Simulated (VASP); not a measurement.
All values below come from PBE GGA, VASP's PBE PAW potentials (set 64) (plane waves; VASP).

A VASP calculation is set up with these files.

INCAR:
```
! general
SYSTEM =Sr3Ru
PREC   =Accurate
ENCUT  =300
LREAL  =F
LASPH  =T   ! aspherical one-centre terms

! electronic loop
EDIFF  =1E-6   ! SCF stop (eV)
NELM   =100   ! most electronic steps
ALGO   =Normal
LMAXMIX=4   ! l cut-off of mixed one-centre charges

! smearing
ISMEAR =-1   ! Fermi-Dirac
SIGMA  =0.05

! functional
GGA    =PE

! ions
ISIF   =2   ! forces and stress, cell fixed

! output
LWAVE  =F
LCHARG =F
```

### POSCAR
```
Sr3Ru
1
   -2.6138860000     2.6138860000     5.8222830000
    2.6138860000    -2.6138860000     5.8222830000
    2.6138860000     2.6138860000    -5.8222830000
Sr Ru
3 1
Direct
  0.4956370000   0.5001580000  -0.0019270000
  0.7536920000   0.2498720000   0.5082890000
  0.2464100000   0.7498980000   0.4884510000
  0.0042610000   0.0000720000   0.0051870000
```

### KPOINTS
```
Automatic
0
gamma
4 4 4
0 0 0
```

POTCAR, in this order: Sr_sv Ru_pv (PBE.64 set). Program: vasp_std.

The resulting files:

### OSZICAR
```
       N       E                     dE             d eps       ncg     rms          rms(c)
DAV:   1     0.221966725997E+03    0.22197E+03   -0.17936E+04  2184   0.994E+02
DAV:   2     0.669530781557E+01   -0.21527E+03   -0.21245E+03  2226   0.290E+02
DAV:   3    -0.109068648069E+02   -0.17602E+02   -0.17249E+02  3310   0.559E+01
DAV:   4    -0.117199746228E+02   -0.81311E+00   -0.81031E+00  2560   0.115E+01
DAV:   5    -0.117439464326E+02   -0.23972E-01   -0.23929E-01  2832   0.170E+00    0.191E+01
DAV:   6    -0.128871422576E+02   -0.11432E+01   -0.17743E+01  2360   0.723E+00    0.301E+01
DAV:   7    -0.117017129616E+02    0.11854E+01   -0.32453E+00  2336   0.389E+00    0.189E+01
DAV:   8    -0.113805054722E+02    0.32121E+00   -0.23634E+00  2404   0.528E+00    0.431E+00
DAV:   9    -0.113880867810E+02   -0.75813E-02   -0.47374E-02  3072   0.780E-01    0.248E+00
DAV:  10    -0.113835671347E+02    0.45196E-02   -0.15614E-02  2488   0.381E-01    0.713E-01
DAV:  11    -0.113830636252E+02    0.50351E-03   -0.23510E-03  2712   0.203E-01    0.325E-01
DAV:  12    -0.113830533187E+02    0.10307E-04   -0.15302E-04  2990   0.650E-02    0.131E-01
DAV:  13    -0.113830486235E+02    0.46952E-05   -0.52675E-05  2636   0.427E-02    0.110E-02
DAV:  14    -0.113830484446E+02    0.17881E-06   -0.37026E-06  2360   0.980E-03
   1 F= -.11383048E+02 E0= -.11364791E+02  d E =-.365148E-01
```

**OUTCAR**
```
------------------------ aborting loop because EDIFF is reached ----------------------------------------
  FORCE on cell =-STRESS in cart. coord.  units (eV):
  Direction    XX          YY          ZZ          XY          YZ          ZX
  --------------------------------------------------------------------------------------
  Total       -2.1489042     -2.7365077     -5.2137911      0.0137232      0.2949932     -0.1336002
  in kB      -21.6371991    -27.5537473    -52.4973785      0.1381777      2.9702708     -1.3452129
  external PRESSURE =     -33.8961083 kB  Pullay stress =       0.0000000 kB
  volume of cell :      159.12
      direct lattice vectors                 reciprocal lattice vectors
    -2.613886000  2.613886000  5.822283000     0.000000000  0.191286078  0.085876966
     2.613886000 -2.613886000  5.822283000     0.191286078  0.000000000  0.085876966
     2.613886000  2.613886000 -5.822283000     0.191286078  0.191286078  0.000000000
 POSITION                                       TOTAL-FORCE (eV/Angst)
 -----------------------------------------------------------------------------------
      2.62067      2.59703     -0.01326        -0.014669     -0.002464      0.075591
      0.01168      2.64554      2.88363        -0.082051     -0.195379     -0.016634
      2.59282     -0.03931      2.95689         0.102590      0.192151     -0.024668
      0.00261      0.02451     -0.00497        -0.005869      0.005692     -0.034289
 -----------------------------------------------------------------------------------
    total drift:                               -0.000071     -0.000151      0.000201
  FREE ENERGIE OF THE ION-ELECTRON SYSTEM (eV)
  ---------------------------------------------------
  free  energy   TOTEN  =       -11.3830484446 eV

  energy  without entropy=      -11.3465336316  energy(sigma->0) =      -11.36479104
```
(Selected blocks of OUTCAR.)

At this cut-off the stress carries a Pulay error, which pulls relaxed volumes low.

The structure was generated: Sr3Ru was put into an ordered model structure, which need not be its known phase. The cell was not relaxed at this level, atoms are displaced from their ideal sites. The k-mesh is coarse (spacing up to 0.42 per Å, 2π included), so the numbers may not be converged in it.
